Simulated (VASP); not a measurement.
Energy against volume of CaO (rock salt). Method: PBEsol GGA, VASP's PBE PAW potentials (set 64) (plane waves; VASP 6.6.1). Run with 520 eV cut-off, 10×10×10 Γ-centred mesh, Gaussian smearing of 0.050 eV, potentials Ca_sv O.

| V (Å³/atom) | E (eV/atom) |
|---|---|
| 13.210 | -6.70047 |
| 13.618 | -6.70565 |
| 14.027 | -6.70192 |
| 14.435 | -6.69064 |

**Question.** Fit these four points and predict the energy of the run at 12.801 Å³/atom.

**Answer.** A cubic in V^(−2/3), the third-order Birch-Murnaghan form, passes through the four points with V0 = 13.64 Å³/atom and B0 = 115 GPa, and gives -6.6848 eV/atom there. The run gave -6.6849 eV/atom, -0.1 meV/atom from the fit; all five points give B0 = 115 GPa.

The compound is CaO in the rock salt structure. It was relaxed first.
